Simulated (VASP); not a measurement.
# Ba3Cu: the relaxed cell at several levels, part 2 of 3

Wanted: equilibrium cells of Ba3Cu at many levels, with their cost. The cell is invented: it takes the structure of a Materials Project entry for RbBa3 (space group 225 there), with some of its atoms replaced by other elements, volume scaled by an estimate. It may not be a known or stable phase.

VASP 6.6.1, plane waves and PAW; the level of theory is named at each step.

So far. Step 2 (Relaxation with PBE): It ends with forces that vanish by symmetry and a pressure of -0.03 GPa. The conventional cell has a = 8.741 Å.

### 3. Relaxation with LDA

This step: LDA; plane waves and PAW (Ba_sv, Cu); invented cell (VASP 6.6.1).

LDA, the lowest rung, knows the local density alone.

INCAR reads:

```
SYSTEM = Ba3Cu
PREC = Accurate
ENCUT = 520
EDIFF = 1E-06
NELM = 100
ISMEAR = -1
SIGMA = 0.05
LREAL = .FALSE.
ALGO = Normal
GGA = CA
LORBIT = 11
LWAVE = .FALSE.
LCHARG = .FALSE.
KPAR = 2
IBRION = 2
NSW = 60
ISIF = 3
EDIFFG = -0.01
```

POSCAR reads:

```
Ba3Cu
1.0
    0.0000000000      4.6539880000      4.6539880000
    4.6539880000      0.0000000000      4.6539880000
    4.6539880000      4.6539880000      0.0000000000
Ba Cu
3 1
Direct
    0.2500000000      0.2500000000      0.2500000000
    0.7500000000      0.7500000000      0.7500000000
    0.5000000000      0.5000000000      0.5000000000
    0.0000000000      0.0000000000      0.0000000000
```

KPOINTS reads:

```
Automatic mesh
0
Gamma
4 4 4
0 0 0
```

Potentials, in the order of the species: Ba_sv and Cu (PBE family, release 64).

Command:

```
$ mpirun -np 2 vasp_std
```

Log:

```text
[banner, memory and clock lines left out]
running    2 mpi-ranks, on    1 nodes
 distrk:  each k-point on    1 cores,    2 groups
 distr:  one band on    1 cores,    1 groups

 POSCAR found type information on POSCAR BaCu
 POSCAR found :  2 types and       4 ions
|                                                                             |
|               ----> ADVICE to this user running VASP <----                  |
|                                                                             |
|     You enforced a specific xc type in the INCAR file but a different       |
|     [... a line on the potential file left out ...]
|     I HOPE YOU KNOW WHAT YOU ARE DOING!                                     |
|                                                                             |

 LDA part: xc-table for (Slater(with rela. corr.)+CA(PZ))
 , standard interpolation
 POSCAR, INCAR and KPOINTS ok, starting setup
 FFT: planning ... GRIDC
 FFT: planning ... GRID_SOFT
 FFT: planning ... GRID
 WAVECAR not read
 entering main loop
       N       E                     dE             d eps       ncg     rms          rms(c)
DAV:   1     0.396036891786E+03    0.39604E+03   -0.16296E+04   384   0.148E+03
DAV:   2     0.261890251680E+02   -0.36985E+03   -0.36468E+03   544   0.336E+02
DAV:   3    -0.810966062402E+01   -0.34299E+02   -0.34016E+02   568   0.116E+02
DAV:   4    -0.103266579444E+02   -0.22170E+01   -0.22014E+01   648   0.239E+01
DAV:   5    -0.104079035002E+02   -0.81246E-01   -0.81072E-01   536   0.455E+00    0.117E+01
DAV:   6    -0.138253275999E+02   -0.34174E+01   -0.88579E+01   536   0.114E+02    0.110E+01
DAV:   7    -0.101651761366E+02    0.36602E+01   -0.14092E+01   440   0.299E+01    0.461E+00
DAV:   8    -0.972019158687E+01    0.44498E+00   -0.16315E+00   576   0.867E+00    0.228E+00
DAV:   9    -0.962210125069E+01    0.98090E-01   -0.15087E+00   568   0.101E+01    0.140E+00
DAV:  10    -0.960699807324E+01    0.15103E-01   -0.20280E-01   640   0.359E+00    0.367E-01
DAV:  11    -0.960508606749E+01    0.19120E-02   -0.13057E-02   568   0.604E-01    0.191E-01
DAV:  12    -0.960484030504E+01    0.24576E-03   -0.10342E-02   584   0.947E-01    0.117E-01
DAV:  13    -0.960460329408E+01    0.23701E-03   -0.23816E-03   528   0.399E-01    0.173E-02
DAV:  14    -0.960461257450E+01   -0.92804E-05   -0.96139E-05   624   0.628E-02    0.101E-02
DAV:  15    -0.960461144280E+01    0.11317E-05   -0.81545E-06   496   0.197E-02    0.388E-03
DAV:  16    -0.960461147227E+01   -0.29469E-07   -0.60953E-07   352   0.506E-03
   1 F= -.96046115E+01 E0= -.95821846E+01  d E =-.960461E+01
 curvature:   0.00 expect dE= 0.000E+00 dE for cont linesearch  0.000E+00
 trial: gam= 0.00000 g(F)=  0.472E-50 g(S)=  0.467E+00 ort = 0.000E+00 (trialstep = 0.100E+01)
 search vector abs. value=  0.467E+00
 bond charge predicted
       N       E                     dE             d eps       ncg     rms          rms(c)
DAV:   1    -0.323668155618E+02   -0.22762E+02   -0.26559E+02   464   0.136E+02    0.712E+01
DAV:   2    -0.160658664946E+03   -0.12829E+03   -0.37234E+03   600   0.392E+02    0.430E+01
DAV:   3    -0.465704779886E+02    0.11409E+03   -0.30626E+02   472   0.101E+02    0.283E+01
DAV:   4    -0.922175085286E+01    0.37349E+02   -0.27623E+02   496   0.869E+01    0.747E+00
DAV:   5    -0.980424509560E+01   -0.58249E+00   -0.19972E+01   616   0.226E+01    0.282E+00
DAV:   6    -0.995410875309E+01   -0.14986E+00   -0.90683E-01   544   0.506E+00    0.272E+00
DAV:   7    -0.102253718831E+02   -0.27126E+00   -0.81466E-01   552   0.963E+00    0.360E+00
DAV:   8    -0.998410901366E+01    0.24126E+00   -0.19794E+00   592   0.115E+01    0.110E+00
DAV:   9    -0.100431255420E+02   -0.59017E-01   -0.71219E-01   624   0.537E+00    0.253E+00
DAV:  10    -0.100049698646E+02    0.38156E-01   -0.35729E-01   624   0.455E+00    0.916E-01
DAV:  11    -0.100144329416E+02   -0.94631E-02   -0.33973E-02   576   0.102E+00    0.112E+00
DAV:  12    -0.100033144934E+02    0.11118E-01   -0.25571E-01   544   0.505E+00    0.545E-01
DAV:  13    -0.100124292029E+02   -0.91147E-02   -0.20581E-02   592   0.847E-01    0.405E-01
DAV:  14    -0.100254292288E+02   -0.13000E-01   -0.55477E-02   608   0.250E-01    0.397E-01
DAV:  15    -0.100265356251E+02   -0.11064E-02   -0.12119E-02   528   0.550E-02    0.388E-01
DAV:  16    -0.100273212730E+02   -0.78565E-03   -0.13782E-03   528   0.188E-01    0.436E-01
DAV:  17    -0.100257409865E+02    0.15803E-02   -0.23163E-03   504   0.485E-01    0.325E-01
DAV:  18    -0.100251702769E+02    0.57071E-03   -0.11226E-03   576   0.288E-01    0.312E-01
DAV:  19    -0.100251503368E+02    0.19940E-04   -0.72679E-05   464   0.396E-02    0.253E-01
DAV:  20    -0.100250840120E+02    0.66325E-04   -0.71132E-05   552   0.600E-02    0.183E-01
DAV:  21    -0.100249996496E+02    0.84362E-04   -0.50605E-05   664   0.762E-02    0.156E-01
DAV:  22    -0.100248537200E+02    0.14593E-03   -0.19000E-04   432   0.141E-01    0.112E-01
DAV:  23    -0.100247789338E+02    0.74786E-04   -0.15772E-04   520   0.125E-01    0.680E-02
DAV:  24    -0.100247506433E+02    0.28291E-04   -0.88423E-05   512   0.909E-02    0.383E-02
DAV:  25    -0.100247458804E+02    0.47630E-05   -0.23756E-05   576   0.437E-02    0.210E-02
DAV:  26    -0.100247456525E+02    0.22785E-06   -0.29578E-06   376   0.157E-02
   2 F= -.10024746E+02 E0= -.10004269E+02  d E =-.420134E+00
[...]
3 F= -.10338215E+02 E0= -.10310502E+02  d E =-.733604E+00
[...]
4 F= -.10245837E+02 E0= -.10231714E+02  d E =-.641226E+00
[...]
5 F= -.10473831E+02 E0= -.10454228E+02  d E =-.869220E+00
[...]
6 F= -.10490073E+02 E0= -.10473459E+02  d E =-.885462E+00
 curvature:  -1.07 expect dE=-0.297E-02 dE for cont linesearch -0.297E-02
 ZBRENT: interpolating
 opt :   2.9429  next Energy=   -10.491923 (dE=-0.887E+00)
 bond charge predicted
       N       E                     dE             d eps       ncg     rms          rms(c)
DAV:   1    -0.106007046842E+02   -0.11063E+00   -0.24092E+00   384   0.184E+01    0.242E+00
DAV:   2    -0.105824085705E+02    0.18296E-01   -0.17201E+00   480   0.162E+01    0.211E+00
DAV:   3    -0.104992847709E+02    0.83124E-01   -0.73248E-01   504   0.105E+01    0.689E-01
DAV:   4    -0.104923370418E+02    0.69477E-02   -0.82633E-02   576   0.229E+00    0.266E-01
DAV:   5    -0.104919396106E+02    0.39743E-03   -0.29989E-03   528   0.391E-01    0.189E-01
DAV:   6    -0.104916417369E+02    0.29787E-03   -0.13874E-03   576   0.292E-01    0.851E-02
DAV:   7    -0.104916511632E+02   -0.94264E-05   -0.22930E-04   608   0.733E-02    0.279E-02
DAV:   8    -0.104916550009E+02   -0.38377E-05   -0.21151E-05   544   0.344E-02    0.819E-03
DAV:   9    -0.104916541520E+02    0.84889E-06   -0.12606E-05   464   0.366E-02    0.299E-03
DAV:  10    -0.104916540447E+02    0.10735E-06   -0.17223E-06   232   0.143E-02
   7 F= -.10491654E+02 E0= -.10474482E+02  d E =-.887043E+00
 curvature:  -0.67 expect dE=-0.238E-04 dE for cont linesearch -0.238E-04
 trial: gam=-0.00865 g(F)=  0.448E-52 g(S)=  0.355E-04 ort = 0.407E-02 (trialstep = 0.139E+01)
 search vector abs. value=  0.280E-08
 reached required accuracy - stopping structural energy minimisation
```

It took 6.5 min on 2 MPI ranks of AMD EPYC 7R43, shared host; peak memory 0.58 GiB.

Parts of OUTCAR (step 3):

```text
The static configuration has the point symmetry O_h .

 Found      8 irreducible k-points:

   NELECT =      41.0000    total number of electrons

 E-fermi :   3.5080

 k-point     1 :       0.0000    0.0000    0.0000
  band No.  band energies     occupation
    ...
     19       2.8402      2.00000
     20       2.8402      2.00000
     21       3.5371      0.71751
     22       3.5371      0.71751
     23       3.5371      0.71751
     24       5.2583      0.00000

 k-point     2 :       0.2500    0.0000    0.0000
  band No.  band energies     occupation
    ...
     17       1.2205      2.00000
     18       1.2205      2.00000
     19       2.7528      2.00000
     20       2.7528      2.00000
     21       2.9422      1.99998
     22       4.0743      0.00002
     23       4.0743      0.00002
     24       4.7048      0.00000

  Total       -0.0313261     -0.0313261     -0.0313261     -0.0000000     -0.0000000     -0.0000000
  in kB       -0.3747959     -0.3747959     -0.3747959     -0.0000000     -0.0000000     -0.0000000
  external PRESSURE =      -0.3747959 kB  Pullay stress =       0.0000000 kB

  energy-cutoff  :      520.00
  volume of cell :      133.91
      direct lattice vectors                 reciprocal lattice vectors
    -0.000000000  4.060666950  4.060666950    -0.123132482  0.123132482  0.123132482
     4.060666950 -0.000000000  4.060666950     0.123132482 -0.123132482  0.123132482
     4.060666950  4.060666950 -0.000000000     0.123132482  0.123132482 -0.123132482

 POSITION                                       TOTAL-FORCE (eV/Angst)
 -----------------------------------------------------------------------------------
      2.03033      2.03033      2.03033        -0.000000      0.000000      0.000000
      6.09100      6.09100      6.09100         0.000000     -0.000000     -0.000000
      4.06067      4.06067      4.06067        -0.000000     -0.000000     -0.000000
     -0.00000      0.00000      0.00000        -0.000000     -0.000000     -0.000000
 -----------------------------------------------------------------------------------
    total drift:                               -0.000000     -0.000000     -0.000000

  FREE ENERGIE OF THE ION-ELECTRON SYSTEM (eV)
  ---------------------------------------------------
  free  energy   TOTEN  =       -10.4916540447 eV

  energy  without entropy=      -10.4573101706  energy(sigma->0) =      -10.47448211

 total charge
# of ion       s       p       d       tot
------------------------------------------
    1        2.071   5.475   0.513   8.060
    2        2.071   5.475   0.513   8.060
    3        2.026   5.468   0.661   8.155
    4        0.475   0.175   9.181   9.831
--------------------------------------------------
tot          6.644  16.593  10.868  34.105

[... 8 parts as in an earlier step ...]

[... 5 further parts left out ...]
```

CONTCAR:

```
Ba3Cu
   1.00000000000000
    -0.0000000000000000    4.0606669504379429    4.0606669504379429
     4.0606669504379429   -0.0000000000000000    4.0606669504379429
     4.0606669504379429    4.0606669504379429   -0.0000000000000000
  Ba              Cu
     3     1
Direct
     0.2500000000000000    0.2500000000000000    0.2500000000000000
     0.7500000000000000    0.7500000000000000    0.7500000000000000
     0.5000000000000000    0.5000000000000000    0.5000000000000000
     0.0000000000000000    0.0000000000000000    0.0000000000000000
```

The PAW data sets were made with PBE, though LDA sets exist; this is a small mismatch.

The steps of the relaxation:

```csv
step,energy less that of the first step (eV),largest force (eV/Å),pressure (GPa),volume (Å³)
1,0.0000,0.0000,-2.85,201.61
2,-0.4201,0.0000,-2.36,176.53
3,-0.7336,0.0000,-1.94,154.10
4,-0.6412,0.0000,4.89,115.10
5,-0.8692,0.0000,-0.88,139.72
6,-0.8855,0.0000,0.34,131.87
7,-0.8870,0.0000,-0.04,133.91
```

```csv
cell as run,before,after,change
a (Å),6.582,5.743,-12.7 %
b (Å),6.582,5.743,-12.7 %
c (Å),6.582,5.743,-12.7 %
volume (Å³/atom),50.40,33.48,-33.6 %
```

The relaxed structure:

```xyz
4
Lattice="0.0000 4.0607 4.0607 4.0607 0.0000 4.0607 4.0607 4.0607 0.0000" Properties=species:S:1:pos:R:3 pbc="T T T"
Ba    2.0303    2.0303    2.0303
Ba    6.0910    6.0910    6.0910
Ba    4.0607    4.0607    4.0607
Cu    0.0000    0.0000    0.0000
```

This step gave:

- free energy (TOTEN): -10.49 eV
- energy at zero smearing: -10.47 eV
- Fermi energy: 3.508 eV
- pressure: -0.03748 GPa
- SCF cycles over all ionic steps: 134

It ends at 33.48 Å³/atom, -33.6 % from the start, with -0.04 GPa left. The conventional cell has a = 8.121 Å.

### 4. Relaxation with PBEsol

This step: PBEsol; plane waves and PAW (Ba_sv, Cu); invented cell (VASP 6.6.1).

PBEsol restores the gradient expansion of exchange and is tuned for the cells of solids.

INCAR: that of step 3 with these lines changed.

```diff
@@ -9,3 +9,3 @@
 ALGO = Normal
-GGA = CA
+GGA = PS
 LORBIT = 11
```

POSCAR is that of step 3.

KPOINTS is that of step 3.

Command:

```
$ mpirun -np 2 vasp_std
```

Log:

```text
[banner, memory and clock lines left out]
running    2 mpi-ranks, on    1 nodes
[...]
[... a notice as in an earlier step ...]

 LDA part: xc-table for (Slater+PW92), standard interpolation
 POSCAR, INCAR and KPOINTS ok, starting setup
[...]
entering main loop
       N       E                     dE             d eps       ncg     rms          rms(c)
DAV:   1     0.397490741390E+03    0.39749E+03   -0.16304E+04   384   0.148E+03
DAV:   2     0.267754128590E+02   -0.37072E+03   -0.36556E+03   552   0.336E+02
DAV:   3    -0.746433680167E+01   -0.34240E+02   -0.33955E+02   560   0.116E+02
DAV:   4    -0.969592084488E+01   -0.22316E+01   -0.22162E+01   648   0.240E+01
[...]
DAV:  13    -0.896826381383E+01    0.49218E-03   -0.44751E-03   536   0.560E-01    0.120E-02
DAV:  14    -0.896827477888E+01   -0.10965E-04   -0.11999E-04   520   0.402E-02    0.476E-03
DAV:  15    -0.896827472319E+01    0.55687E-07   -0.58237E-06   464   0.117E-02
   1 F= -.89682747E+01 E0= -.89477908E+01  d E =-.896827E+01
[... from here on, the cycles between the ionic steps are left out ...]
   2 F= -.92018384E+01 E0= -.91834005E+01  d E =-.233564E+00
   3 F= -.94066046E+01 E0= -.93797799E+01  d E =-.438330E+00
   4 F= -.91688031E+01 E0= -.91546302E+01  d E =-.200528E+00
   5 F= -.94561360E+01 E0= -.94301660E+01  d E =-.487861E+00
   6 F= -.94707637E+01 E0= -.94515266E+01  d E =-.502489E+00
   7 F= -.94730513E+01 E0= -.94518410E+01  d E =-.504777E+00
   8 F= -.94730451E+01 E0= -.94525506E+01  d E =-.504770E+00
   9 F= -.94731407E+01 E0= -.94522693E+01  d E =-.956266E-04
 trial-energy change:   -0.000096  1 .order   -0.000131   -0.000281    0.000019
 step:   1.2401(harm=  1.3783)  dis= 0.00000  next Energy=    -9.473142 (dE=-0.972E-04)
 reached required accuracy - stopping structural energy minimisation
```

Wall time 8.8 min (2 MPI ranks); peak memory 0.76 GiB; 17 min of CPU time.

Parts of OUTCAR (step 4):

```text
  Total       -0.0048247     -0.0048247     -0.0048247      0.0000000     -0.0000000     -0.0000000
  in kB       -0.0541202     -0.0541202     -0.0541202      0.0000000     -0.0000000     -0.0000000
  external PRESSURE =      -0.0541202 kB  Pullay stress =       0.0000000 kB

 POSITION                                       TOTAL-FORCE (eV/Angst)
 -----------------------------------------------------------------------------------
      2.07444      2.07444      2.07444        -0.000000     -0.000000     -0.000000
      6.22333      6.22333      6.22333         0.000000      0.000000      0.000000
      4.14889      4.14889      4.14889         0.000000      0.000000      0.000000
     -0.00000      4.14889      4.14889         0.000000      0.000000      0.000000
 -----------------------------------------------------------------------------------
    total drift:                               -0.000000     -0.000000     -0.000000

  FREE ENERGIE OF THE ION-ELECTRON SYSTEM (eV)
  ---------------------------------------------------
  free  energy   TOTEN  =        -9.4731406939 eV

  energy  without entropy=       -9.4313979338  energy(sigma->0) =       -9.45226931

[... 2 parts as in an earlier step ...]

[... 2 further parts left out ...]
[key lines of the parts left out:]
E-fermi :   3.3366
```

The PAW data sets were made with PBE, which is usual practice but a small mismatch for other functionals.

Step by step:

```csv
step,energy less that of the first step (eV),largest force (eV/Å),pressure (GPa),volume (Å³)
1,0.0000,0.0000,-2.16,201.61
2,-0.2336,0.0000,-1.70,182.44
3,-0.4383,0.0000,-1.07,159.36
4,-0.2005,0.0000,5.52,119.21
5,-0.4879,0.0000,-0.66,150.47
6,-0.5025,0.0000,0.31,140.25
7,-0.5048,0.0000,-0.05,143.31
8,-0.5048,0.0000,0.08,142.28
9,-0.5049,0.0000,-0.01,142.83
```

```csv
"conventional cell, symmetrised",before,after,change
a (Å),9.308,8.298,-10.9 %
b (Å),9.308,8.298,-10.9 %
c (Å),9.308,8.298,-10.9 %
volume (Å³/atom),50.40,35.71,-29.2 %
```

The relaxed structure:

```xyz
4
Lattice="0.0000 4.1489 4.1489 4.1489 0.0000 4.1489 4.1489 4.1489 0.0000" Properties=species:S:1:pos:R:3 pbc="T T T"
Ba    2.0744    2.0744    2.0744
Ba    6.2233    6.2233    6.2233
Ba    4.1489    4.1489    4.1489
Cu    0.0000    0.0000    0.0000
```

It ends at 35.71 Å³/atom, -29.2 % from the start, with -0.01 GPa left. The conventional cell has a = 8.298 Å.

### 5. Relaxation with r2SCAN

This step: r2SCAN; plane waves and PAW (Ba_sv, Cu); invented cell (VASP 6.6.1).

r2SCAN adds the kinetic-energy density, costs more than a GGA and is run with LASPH.

INCAR: that of step 4 with these lines changed.

```diff
@@ -9,3 +9,4 @@
 ALGO = Normal
-GGA = PS
+METAGGA = R2SCAN
+LASPH = .TRUE.
 LORBIT = 11
```

POSCAR is that of step 4.

KPOINTS is that of step 4.

Command:

```
$ mpirun -np 2 vasp_std
```

Log:

```text
[banner, memory and clock lines left out]
running    2 mpi-ranks, on    1 nodes
[...]
[... a notice as in an earlier step ...]

 LDA part: xc-table for (None), standard interpolation
 POSCAR, INCAR and KPOINTS ok, starting setup
[...]
entering main loop
       N       E                     dE             d eps       ncg     rms          rms(c)
DAV:   1     0.317229052278E+03    0.31723E+03   -0.16827E+04   384   0.153E+03
DAV:   2    -0.631963003696E+02   -0.38043E+03   -0.37424E+03   584   0.345E+02
DAV:   3    -0.972137384763E+02   -0.34017E+02   -0.33750E+02   552   0.119E+02
DAV:   4    -0.993317123600E+02   -0.21180E+01   -0.21014E+01   648   0.247E+01
[...]
DAV:  23    -0.884016031299E+02    0.32436E-04   -0.14865E-04   536   0.899E-02    0.119E-02
DAV:  24    -0.884016031787E+02   -0.48784E-07   -0.19833E-05   568   0.283E-02    0.475E-03
DAV:  25    -0.884016031352E+02    0.43483E-07   -0.80169E-07   280   0.959E-03
   1 F= -.88401603E+02 E0= -.88385702E+02  d E =-.884016E+02
[... from here on, the cycles between the ionic steps are left out ...]
   2 F= -.88513122E+02 E0= -.88492370E+02  d E =-.111519E+00
   3 F= -.88668391E+02 E0= -.88645945E+02  d E =-.266788E+00
[...]
hard stop encountered!  aborting job ...
[...]
|     The electronic self-consistency was not achieved in the given           |
[...]
soft stop encountered!  aborting job ...
   4 F= -.88665850E+02 E0= -.88647824E+02  d E =-.360525E-01
 deleting file STOPCAR
```

Elapsed: 15 min, on 2 MPI ranks; peak memory 0.79 GiB.

The run was stopped at its time limit, by a STOPCAR file.

By then 3 ionic steps had been finished.

More ranks or a longer limit would be the way on, or going on from the last geometry.

(Continued in part 3 of 3.)

[Lines on the potential files, build, host, timing and source positions are cut from VASP's logs without a mark.]

[Logs are printed without paths, hosts, clocks, repeated set-up lines and the standing remarks that a program may print on its own settings, such as how far it seeks lower states.]

[Hosts, paths, dates, database ids (printed as entryN), source tags and the programs' standing remarks are cut or masked in the printed files.]

[A measured line is paired with the nearest computed mode of its activity, which favours agreement.]
